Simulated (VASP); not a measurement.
Energy against volume of GdN (rock salt). These are r2SCAN+rVV10, VASP's PBE PAW potentials (set 64) (plane waves; VASP) values and carry that method's errors. Settings: 520 eV cut-off, 9×9×9 Γ-centred mesh, Gaussian smearing of 0.050 eV, potentials Gd_3 N.

The 4f electrons are frozen in the core of the lanthanide potential, so 4f levels, which can set the real gap, and their magnetism are missing.

```
V (Å³/atom)  E (eV/atom)
-----------  -----------
14.284         -21.60828
14.740         -21.63326
15.196         -21.64109
15.651         -21.63430
```

**Question.** Fit these four points and predict the energy of the run at 16.107 Å³/atom.

**Answer.** A cubic in V^(−2/3), the third-order Birch-Murnaghan form, passes through the four points with V0 = 15.20 Å³/atom and B0 = 171 GPa, and gives -21.6150 eV/atom there. The run gave -21.6151 eV/atom, -0.1 meV/atom from the fit; all five points give B0 = 171 GPa.

The compound is GdN in the rock salt structure. It was relaxed first.
